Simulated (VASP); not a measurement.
OSZICAR of a VASP run on CdS (wurtzite):

File OSZICAR:
```
       N       E                     dE             d eps       ncg     rms          rms(c)
DAV:   1     0.213676842881E+03    0.21368E+03   -0.15370E+04   960   0.111E+03
DAV:   2    -0.181687459103E+01   -0.21549E+03   -0.20983E+03  1120   0.307E+02
DAV:   3    -0.125592320765E+02   -0.10742E+02   -0.10711E+02  1184   0.699E+01
DAV:   4    -0.126591909406E+02   -0.99959E-01   -0.99926E-01  1176   0.664E+00
DAV:   5    -0.126610890356E+02   -0.18981E-02   -0.18980E-02  1168   0.870E-01    0.131E+01
DAV:   6    -0.121123457104E+02    0.54874E+00   -0.28731E+00  1064   0.151E+01    0.883E+00
DAV:   7    -0.122746961777E+02   -0.16235E+00   -0.71825E-01  1040   0.519E+00    0.541E+00
DAV:   8    -0.122820509829E+02   -0.73548E-02   -0.61747E-02  1056   0.183E+00    0.208E+00
DAV:   9    -0.122813241610E+02    0.72682E-03   -0.55198E-03  1120   0.461E-01    0.455E-01
DAV:  10    -0.122833228687E+02   -0.19987E-02   -0.18631E-03  1112   0.289E-01    0.146E-01
DAV:  11    -0.122837189961E+02   -0.39613E-03   -0.28749E-04  1120   0.115E-01    0.102E-01
DAV:  12    -0.122838936035E+02   -0.17461E-03   -0.79888E-05  1088   0.494E-02    0.648E-02
DAV:  13    -0.122840014637E+02   -0.10786E-03   -0.11064E-04  1056   0.574E-02    0.113E-02
DAV:  14    -0.122840084397E+02   -0.69760E-05   -0.61429E-06  1192   0.136E-02    0.367E-03
DAV:  15    -0.122840099422E+02   -0.15025E-05   -0.79418E-07   816   0.472E-03    0.203E-03
DAV:  16    -0.122840107630E+02   -0.82078E-06   -0.87795E-07   856   0.457E-03
   1 F= -.12284011E+02 E0= -.12284011E+02  d E =-.182430E-15  mag=    -0.0001
```

### Question
Which electronic solver shows in the log?

### Answer
It is blocked Davidson (ALGO = Normal, or the opening steps of other solvers). The INCAR had ALGO = Normal.

### Question
How was spin treated?

### Answer
Collinear spin (ISPIN = 2): the summary line carries one mag value, 0.00 μB in the cell.

### Question
Can the final energy be trusted as converged?

### Answer
The run converged. It stopped with EDIFF = 1E-6, NELM = 100 (PBE GGA, plane waves, VASP's PBE PAW potentials (set 64)). The moments were started parallel, and other spin orders were not tried in this run.

The compound is CdS in the wurtzite structure. The cell was not relaxed at this level.
